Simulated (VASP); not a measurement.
Data:

```yaml
crystal:
  lattice:
    - [0.00000, 2.97159, 2.97159]
    - [2.97159, 0.00000, 2.97159]
    - [2.97159, 2.97159, 0.00000]
  atoms:
    - { symbol: Al, position: [0.25000, 0.25000, 0.25000] }
    - { symbol: Al, position: [0.75000, 0.75000, 0.75000] }
    - { symbol: Pt, position: [0.00000, 0.00000, 0.00000] }
```

All values below come from PBE GGA, VASP's PBE PAW potentials (set 64) (plane waves; VASP). Settings: PREC = Normal, EDIFF = 1E-5, 400 eV cut-off, 12×12×12 Γ-centred mesh, first-order Methfessel-Paxton smearing of 0.10 eV, potentials Al Pt.

Unless said otherwise, spin-orbit coupling is left out, though it shifts the bands of the heavy elements here.

Q: Predict the energy per atom (σ→0), band gap (on the k-mesh) with the smallest direct gap where there is one.

A: 
The band gap (on the k-mesh) comes out as none (metal, semimetal or under 0.01 eV) and the energy per atom (σ→0) is -5.417 eV/atom.

The compound is PtAl2 in the fluorite structure. It was relaxed first.
